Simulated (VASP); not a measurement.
Here is the system:

```
CELL_PARAMETERS angstrom
      0.00000     2.63285     2.63285
      2.63285     0.00000     2.63285
      2.63285     2.63285     0.00000
ATOMIC_POSITIONS crystal
  K  0.00000 0.00000 0.00000
  F  0.50000 0.50000 0.50000
```

Computed with AM05 GGA, VASP's PBE PAW potentials (set 64) (plane waves; VASP). Settings: 520 eV cut-off, 9×9×9 Γ-centred mesh, Gaussian smearing of 0.050 eV, potentials K_sv F.

Question: Give the stress tensor in GPa (positive for a compressed cell).

Answer: 
```
2.14  0.00  0.00
0.00  2.14  0.00
0.00  0.00  2.14
```
The pressure is its mean diagonal, 2.14 GPa.

The compound is KF in the rock salt structure. This cell is one point of a volume scan, at 0.94 of the reference volume.
